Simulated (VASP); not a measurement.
Consider the following.

```cif
data_C4Si4
_chemical_formula_sum 'Si4 C4'
_space_group_name_H-M_alt 'F-43m'
_space_group_IT_number 216
_space_group_name_Hall 'F -4 2 3'
_cell_length_a 4.35516
_cell_length_b 4.35516
_cell_length_c 4.35516
_cell_angle_alpha 90.000
_cell_angle_beta 90.000
_cell_angle_gamma 90.000
loop_
_atom_site_label
_atom_site_type_symbol
_atom_site_symmetry_multiplicity
_atom_site_Wyckoff_symbol
_atom_site_fract_x
_atom_site_fract_y
_atom_site_fract_z
_atom_site_occupancy
Si1 Si 4 a 0.00000 0.00000 0.00000 1
C1 C 4 d 0.75000 0.75000 0.75000 1
```
(The calculation used a cell of 2 atoms; values per cell refer to that cell.)

Method: r2SCAN meta-GGA, VASP's PBE PAW potentials (set 64) (plane waves; VASP 6.6.1). Run with 600 eV cut-off, 10×10×10 Γ-centred mesh, Gaussian smearing of 0.050 eV, potentials Si C.

Each relaxation starts from this cell; other phases were not tried.

### Question
The cell is relaxed at 10 GPa. What happens?

### Answer
The volume per atom goes from 10.33 to 9.91 Å³ (-4.0 %), and the cell becomes a = 4.2961 Å, b = 4.2961 Å, c = 4.2961 Å, α = 90.00°, β = 90.00°, γ = 90.00°, space group F-43m. The gap on the mesh goes from 1.72 to 1.70 eV.

### Question
The cell is relaxed at 15 GPa. What happens?

### Answer
The volume per atom goes from 10.33 to 9.73 Å³ (-5.8 %), and the cell becomes a = b = c = 4.2694 Å, α = β = γ = 90.00°, space group F-43m. The gap on the mesh goes from 1.72 to 1.68 eV.

Failed runs are left out, and for metals the shear rows, which the mesh's noise covers.

The compound is SiC in the zinc blende structure.
